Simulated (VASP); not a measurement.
Given:

```
HfO2
1.0
    0.00000     2.49846     2.49846
    2.49846     0.00000     2.49846
    2.49846     2.49846     0.00000
Hf O
1 2
Direct
  0.00000   0.00000   0.00000
  0.25000   0.25000   0.25000
  0.75000   0.75000   0.75000
```

Computed with PBE GGA with D3 dispersion (Becke-Johnson damping), VASP's PBE PAW potentials (set 64) (plane waves; VASP). Run with 520 eV cut-off, 8×8×8 Γ-centred mesh, Gaussian smearing of 0.050 eV, potentials Hf_pv O.

Unless said otherwise, spin-orbit coupling is left out, though it shifts the bands of the heavy elements here.

Task: Estimate the energy per atom (σ→0), pressure, band gap (on the k-mesh) with the smallest direct gap where there is one.

Result: 
```
Item                                           Value
-----------------------------------  ---------------
band gap (on the k-mesh)                     3.92 eV
smallest direct gap (on the k-mesh)          3.92 eV
energy per atom (σ→0)                -10.315 eV/atom
pressure                                    8.42 GPa
```

Total energies compare only between runs with the same potentials, cut-off and functional.

The compound is HfO2 in the fluorite structure, the high-temperature cubic form, which is unstable at 0 K; the monoclinic form is the stable one. This cell is one point of a volume scan, at 0.97 of the reference volume.
